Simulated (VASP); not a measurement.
Here is the system:

```yaml
crystal:
  lattice:
    - [3.68956, 0.00000, 0.00000]
    - [0.00000, 3.68956, 0.00000]
    - [0.00000, 0.00000, 3.68956]
  atoms:
    - { symbol: Ni, position: [0.00000, 0.50000, 0.50000] }
    - { symbol: Ni, position: [0.50000, 0.00000, 0.50000] }
    - { symbol: Ni, position: [0.50000, 0.50000, 0.00000] }
    - { symbol: Sn, position: [0.00000, 0.00000, 0.00000] }
```

Level of theory: PBEsol GGA, VASP's PBE PAW potentials (set 64) (plane waves; VASP). Run with 300 eV cut-off, 9×9×9 Γ-centred mesh, Gaussian smearing of 0.14 eV, potentials Ni Sn_d.

At this cut-off the stress carries a Pulay error, which pulls relaxed volumes low. Unless said otherwise, spin-orbit coupling is left out, though it shifts the bands of the heavy elements here.

Question: Estimate the energy per atom (σ→0), pressure, band gap (on the k-mesh) with the smallest direct gap where there is one.

Answer: 
```json
{
 "band gap (on the k-mesh)": "none (metal, semimetal or under 0.01 eV)",
 "energy per atom (σ→0)": "-5.900 eV/atom",
 "pressure": "-1.97 GPa"
}
```

Total energies compare only between runs with the same potentials, cut-off and functional.

The structure comes from a computed database's Ni3Sn entry (Pm-3m); how it stands against other phases isn't given here. The cell was not relaxed at this level. The run is not spin-polarised, so no magnetic state was tried.
